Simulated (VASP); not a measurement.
These are PBEsol GGA, VASP's PBE PAW potentials (set 64) (plane waves; VASP 6.6.1) values and carry that method's errors.

VASP ran on this input.

File POSCAR:
```
InBi
1
    0.0000000000     3.3984280000     3.3984280000
    3.3984280000     0.0000000000     3.3984280000
    3.3984280000     3.3984280000     0.0000000000
In Bi
1 1
Direct
 -0.0083710000  -0.0032180000   0.0028000000
  0.2583710000   0.2532180000   0.2472000000
```

File KPOINTS:
```
Automatic mesh
0
Gamma
6 6 6
0 0 0
```

**INCAR**
```
ALGO=Normal
EDIFF=1E-6
ENCUT=300
GGA=PS
ISIF=2
ISMEAR=0
LASPH=.TRUE.
LCHARG=.FALSE.
LMAXMIX=4
LREAL=.FALSE.
LWAVE=.FALSE.
NELM=100
PREC=Accurate
SIGMA=0.1
SYSTEM=InBi
```

POTCAR, in this order: In_d Bi_d (PBE.64 set). Program: vasp_std.

What will the output report for the number of irreducible k-points (NKPTS), largest plane-wave count, number of space-group operations, FFT grid (NGX, NGY, NGZ)?

number of irreducible k-points (NKPTS): 112
largest plane-wave count: 941
number of space-group operations: 1
FFT grid (NGX, NGY, NGZ): 28 × 28 × 28

The structure comes from a computed database's InBi entry (F-43m); how it stands against other phases isn't given here. The cell was not relaxed at this level, atoms are displaced from their ideal sites.
